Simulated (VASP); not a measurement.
Output of a VASP run:

OUTCAR:
```
 ion  position               nearest neighbor table
   1  0.333  0.667  0.250-   2 3.34   2 3.34   2 3.34   2 3.34   2 3.34   2 3.34
   2  0.667  0.333  0.750-   1 3.34   1 3.34   1 3.34   1 3.34   1 3.34   1 3.34
  LATTYP: Found a hexagonal cell.
 ALAT       =     3.0226142697
 C/A-ratio  =     1.8811884537
 Subroutine PRICEL returns:
 Original cell was already a primitive cell.
 Subroutine GETGRP returns: Found 24 space group operations
The static configuration has the point symmetry D_3d.
 The point group associated with its full space group is D_6h.
The dynamic configuration has the point symmetry D_3d.
 Subroutine INISYM returns: Found 24 space group operations
 Subroutine IBZKPT returns following result:
 Found     96 irreducible k-points:

 Following reciprocal coordinates:
            Coordinates               Weight
  0.000000  0.000000  0.000000      1.000000
  0.071429  0.000000  0.000000      6.000000
  0.142857  0.000000  0.000000      6.000000
  0.214286  0.000000  0.000000      6.000000
  0.285714  0.000000  0.000000      6.000000
  0.357143 -0.000000  0.000000      6.000000
  0.428571  0.000000  0.000000      6.000000
  0.500000  0.000000  0.000000      3.000000
  0.071429  0.071429  0.000000      6.000000
  0.142857  0.071429  0.000000     12.000000
  0.214286  0.071429  0.000000     12.000000
  0.285714  0.071429  0.000000     12.000000
  0.357143  0.071429  0.000000     12.000000
  0.428571  0.071429  0.000000     12.000000
  0.142857  0.142857  0.000000      6.000000
  0.214286  0.142857  0.000000     12.000000
  0.285714  0.142857  0.000000     12.000000
  0.357143  0.142857  0.000000     12.000000
  0.428571  0.142857  0.000000      6.000000
  0.214286  0.214286  0.000000      6.000000
  0.285714  0.214286  0.000000     12.000000
  0.357143  0.214286  0.000000     12.000000
  0.285714  0.285714  0.000000      6.000000
  0.357143  0.285714  0.000000      6.000000
  0.000000  0.000000  0.142857      2.000000
  0.071429  0.000000  0.142857     12.000000
  0.142857  0.000000  0.142857     12.000000
  0.214286  0.000000  0.142857     12.000000
  0.285714  0.000000  0.142857     12.000000
  0.357143 -0.000000  0.142857     12.000000
  0.428571  0.000000  0.142857     12.000000
  0.500000  0.000000  0.142857      6.000000
  0.071429  0.071429  0.142857     12.000000
  0.142857  0.071429  0.142857     24.000000
  0.214286  0.071429  0.142857     24.000000
  0.285714  0.071429  0.142857     24.000000
  0.357143  0.071429  0.142857     24.000000
  0.428571  0.071429  0.142857     24.000000
  0.142857  0.142857  0.142857     12.000000
  0.214286  0.142857  0.142857     24.000000
   k-points           NKPTS =     96   k-points in BZ     NKDIM =     96   number of bands    NBANDS=     16
   number of dos      NEDOS =    301   number of ions     NIONS =      2
   total plane-waves  NPLWV =  24192
   dimension x,y,z NGX =    24 NGY =   24 NGZ =   42
   dimension x,y,z NGXF=    48 NGYF=   48 NGZF=   84
   ions per type =               2
   PREC   = accura    normal or accurate (medium, high low for compatibility)
   ISTART =      0    job   : 0-new  1-cont  2-samecut
   ICHARG =      2    charge: 1-file 2-atom 10-const
   ISPIN  =      1    spin polarized calculation?
   LNONCOLLINEAR =      F non collinear calculations
   LSORBIT =      F    spin-orbit coupling
   INIWAV =      1    electr: 0-lowe 1-rand  2-diag
   ENCUT  =  520.0 eV  38.22 Ry    6.18 a.u.   5.62  5.62 10.57*2*pi/ulx,y,z
   NELM   =    100;   NELMIN=  2; NELMDL= -5     # of ELM steps
   EDIFF  = 0.1E-06   stopping-criterion for ELM
   LREAL  =      F    real-space projection
   NLSPLINE    = F    spline interpolate recip. space projectors
   LMAXMIX     =    4 max onsite mixed and CHGCAR
   VOSKOWN=      0    Vosko Wilk Nusair interpolation
   EDIFFG = -.1E-01   stopping-criterion for IOM
   NSW    =     30    number of steps for IOM
...
```

### OSZICAR
```
...
DAV:   6    -0.401809101955E+02   -0.73274E-04   -0.75112E-04  3104   0.220E-01    0.252E-02
DAV:   7    -0.401810065044E+02   -0.96309E-04   -0.17955E-04  3120   0.995E-02    0.685E-03
DAV:   8    -0.401810059868E+02    0.51768E-06   -0.11138E-06  3576   0.112E-02    0.588E-03
DAV:   9    -0.401810058543E+02    0.13244E-06   -0.20316E-07  2456   0.421E-03    0.299E-03
DAV:  10    -0.401810062747E+02   -0.42042E-06   -0.10874E-07  2088   0.247E-03    0.119E-04
DAV:  11    -0.401810061954E+02    0.79386E-07   -0.67623E-09  1560   0.879E-04
   2 F= -.40181006E+02 E0= -.40180869E+02  d E =-.134692E-02
       N       E                     dE             d eps       ncg     rms          rms(c)
DAV:   1    -0.401992769490E+02   -0.18271E-01   -0.86802E-01  3232   0.869E+00    0.655E-01
DAV:   2    -0.401848304183E+02    0.14447E-01   -0.10898E-02  3240   0.117E+00    0.382E-01
DAV:   3    -0.401807800006E+02    0.40504E-02   -0.84858E-03  3264   0.107E+00    0.114E-01
DAV:   4    -0.401824020646E+02   -0.16221E-02   -0.21828E-03  3184   0.525E-01    0.887E-02
DAV:   5    -0.401820303189E+02    0.37175E-03   -0.64896E-04  3128   0.204E-01    0.727E-02
DAV:   6    -0.401822455160E+02   -0.21520E-03   -0.15604E-03  3096   0.313E-01    0.362E-02
DAV:   7    -0.401824186976E+02   -0.17318E-03   -0.34230E-04  3112   0.136E-01    0.103E-02
DAV:   8    -0.401824176475E+02    0.10501E-05   -0.32966E-06  3480   0.193E-02    0.842E-03
DAV:   9    -0.401824183931E+02   -0.74561E-06   -0.47728E-07  3016   0.630E-03    0.356E-03
DAV:  10    -0.401824182870E+02    0.10609E-06   -0.16791E-07  2576   0.256E-03    0.286E-04
DAV:  11    -0.401824190965E+02   -0.80956E-06   -0.26503E-08  1568   0.214E-03    0.523E-04
DAV:  12    -0.401824184821E+02    0.61446E-06   -0.75758E-09  1552   0.141E-03    0.284E-04
DAV:  13    -0.401824188502E+02   -0.36812E-06   -0.27554E-09  1552   0.799E-04    0.558E-05
DAV:  14    -0.401824187903E+02    0.59882E-07   -0.17578E-10  1560   0.146E-04
   3 F= -.40182419E+02 E0= -.40182075E+02  d E =-.275952E-02
       N       E                     dE             d eps       ncg     rms          rms(c)
DAV:   1    -0.402518789624E+02   -0.69460E-01   -0.34573E+00  3272   0.173E+01    0.131E+00
DAV:   2    -0.401934905099E+02    0.58388E-01   -0.45787E-02  3248   0.230E+00    0.758E-01
DAV:   3    -0.401778799625E+02    0.15611E-01   -0.34016E-02  3256   0.209E+00    0.224E-01
DAV:   4    -0.401838152405E+02   -0.59353E-02   -0.10233E-02  3168   0.108E+00    0.167E-01
DAV:   5    -0.401826893807E+02    0.11259E-02   -0.35314E-03  3104   0.469E-01    0.134E-01
DAV:   6    -0.401836560230E+02   -0.96664E-03   -0.45011E-03  3128   0.510E-01    0.538E-02
DAV:   7    -0.401840080052E+02   -0.35198E-03   -0.84443E-04  3216   0.207E-01    0.137E-02
DAV:   8    -0.401840058286E+02    0.21766E-05   -0.22495E-05  3256   0.498E-02    0.943E-03
DAV:   9    -0.401840162587E+02   -0.10430E-04   -0.38799E-06  3352   0.226E-02    0.218E-03
DAV:  10    -0.401840100271E+02    0.62316E-05   -0.94347E-07  3128   0.142E-02    0.680E-04
DAV:  11    -0.401840144481E+02   -0.44210E-05   -0.23111E-07  2376   0.749E-03    0.733E-04
DAV:  12    -0.401840137393E+02    0.70876E-06   -0.22926E-08  1608   0.187E-03    0.430E-04
DAV:  13    -0.401840143086E+02   -0.56932E-06   -0.57708E-09  1576   0.918E-04    0.460E-05
DAV:  14    -0.401840138875E+02    0.42116E-06   -0.23420E-09  1560   0.640E-04    0.587E-05
DAV:  15    -0.401840139325E+02   -0.45021E-07   -0.87370E-11  1560   0.114E-04
   4 F= -.40184014E+02 E0= -.40183937E+02  d E =-.435466E-02
```

### OUTCAR
```
------------------------ aborting loop because EDIFF is reached ----------------------------------------
  FORCE on cell =-STRESS in cart. coord.  units (eV):
  Direction    XX          YY          ZZ          XY          YZ          ZX
  --------------------------------------------------------------------------------------
  Total       -0.1722581     -0.1722582     -0.1492762      0.0000000     -0.0000000      0.0000000
  in kB       -6.1345007     -6.1345019     -5.3160630      0.0000000     -0.0000000      0.0000000
  external PRESSURE =      -5.8616885 kB  Pullay stress =       0.0000000 kB
  volume of cell :       44.99
      direct lattice vectors                 reciprocal lattice vectors
     1.490212532 -2.581124079 -0.000000000     0.335522611 -0.193714050  0.000000000
     1.490212532  2.581124079  0.000000000     0.335522611  0.193714050  0.000000000
     0.000000000  0.000000000  5.848224106     0.000000000 -0.000000000  0.170992079
 POSITION                                       TOTAL-FORCE (eV/Angst)
 -----------------------------------------------------------------------------------
      1.49021      0.86038      1.46206         0.000000     -0.000000     -0.000000
      1.49021     -0.86038      4.38617        -0.000000      0.000000      0.000000
 -----------------------------------------------------------------------------------
    total drift:                               -0.000000      0.000196      0.000002
  FREE ENERGIE OF THE ION-ELECTRON SYSTEM (eV)
  ---------------------------------------------------
  free  energy   TOTEN  =       -40.1840139325 eV

  energy  without entropy=      -40.1837819848  energy(sigma->0) =      -40.18393662

 reached required accuracy - stopping structural energy minimisation
```
(Selected blocks of OUTCAR.)

### POSCAR
```
Cd
1
    1.5113070034    -2.6176608193     0.0000000000
    1.5113070034     2.6176608193     0.0000000000
    0.0000000000     0.0000000000     5.6861070643
Cd
2
Direct
  0.3333330000   0.6666670000   0.2500000000
  0.6666670000   0.3333330000   0.7500000000
```

Write an INCAR and KPOINTS that could have produced this output.

This is not unique; one that fits is the input of the run itself, r2SCAN meta-GGA, plane waves, VASP's PBE PAW potentials (set 64).

**INCAR**
```
ALGO  =  Normal
EDIFF  =  1E-7
EDIFFG  =  -0.01
ENCUT  =  520
IBRION  =  2
ISIF  =  4
ISMEAR  =  1
LASPH  =  .TRUE.
LCHARG  =  .FALSE.
LMAXMIX  =  4
LMIXTAU  =  .TRUE.
LREAL  =  .FALSE.
LWAVE  =  .FALSE.
METAGGA  =  R2SCAN
NELM  =  100
NSW  =  30
PREC  =  Accurate
SIGMA  =  0.1
SYSTEM  =  Cd
```

KPOINTS:
```
kpoints
0
gamma
  14 14 7
```

POTCAR, in this order: Cd (PBE.64 set). Program: vasp_std.

The compound is Cd in the hcp structure. This cell is one point of a volume scan, at 1.03 of the reference volume. Symmetry was kept, so distortions that lower it aren't found.
